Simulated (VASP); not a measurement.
Input of a VASP 6.6.1 run:

Contents of INCAR:

```
SYSTEM = Si2MoN4
  PREC = Accurate
  ENCUT = 520
  EDIFF = 1E-6
  ISMEAR = 0
  SIGMA = 0.03
  LREAL = .FALSE.
  LASPH = .TRUE.
  NELM = 80
  ALGO = Normal
  ISIF = 2
  LWAVE = .FALSE.
  LCHARG = .TRUE.
  LNONCOLLINEAR = .TRUE.
  MAGMOM = 0 0 0 0 0 0 0 0 0 0 0 0 0 0 0 0 0 0 0 0 0
  LORBIT = 11
  LSORBIT = .TRUE.
  GGA_COMPAT = .FALSE.
  LMAXMIX = 4
  LDIPOL = .TRUE.
  IDIPOL = 3
  DIPOL = 0.5 0.5 0.500
  GGA = PE
  LVHAR = .TRUE.
  LVACPOTAV = .TRUE.
  KPAR = 4
```

The input KPOINTS:

```
regular mesh
0
G
  18 18 1
  0 0 0
```

File POSCAR:

```
Si2MoN4                                 
1.0
    2.8933316094      0.0000000000      0.0000000000
   -1.4466658047      2.5056986802      0.0000000000
    0.0000000000      0.0000000000     23.0000000000
  N               Si              Mo            
     4     2     1
Direct
     0.3333330000000032    0.6666669999999968    0.3480561477286807
     0.6666669999999968    0.3333330000000032    0.4458856362021741
     0.6666669999999968    0.3333330000000032    0.5541143637978259
     0.3333330000000032    0.6666669999999968    0.6519438522713195
     0.6666669999999968    0.3333330000000032    0.3702328604283727
     0.6666669999999968    0.3333330000000032    0.6297671395716272
     0.0000000000000000    0.0000000000000000    0.5000000000000000
```

Potentials or basis: VASP PAW PBE potentials, release 64 (N, Si, Mo_sv).

Run with:

```console
$ cat potpaw_PBE.64/N/POTCAR potpaw_PBE.64/Si/POTCAR potpaw_PBE.64/Mo_sv/POTCAR > POTCAR
$ mpirun -np 4 vasp_ncl > vasp.out
```

Problem. Predict the work function of the upper face.

Solution. 5.16 eV.

Problem. Estimate the work function of the lower face.

Solution. 5.16 eV.

Problem. Estimate the largest force.

Solution. 0.123 eV/Å.

Problem. What does it give for the net moment?

Solution. 0.00 μB per cell.

Forces on the atoms (eV/Å):
```
N    0.000  0.000 -0.067
N    0.000  0.000 -0.026
N    0.000  0.000  0.026
N    0.000  0.000  0.067
Si   0.000  0.000 -0.123
Si   0.000  0.000  0.123
Mo   0.000  0.000  0.000
```
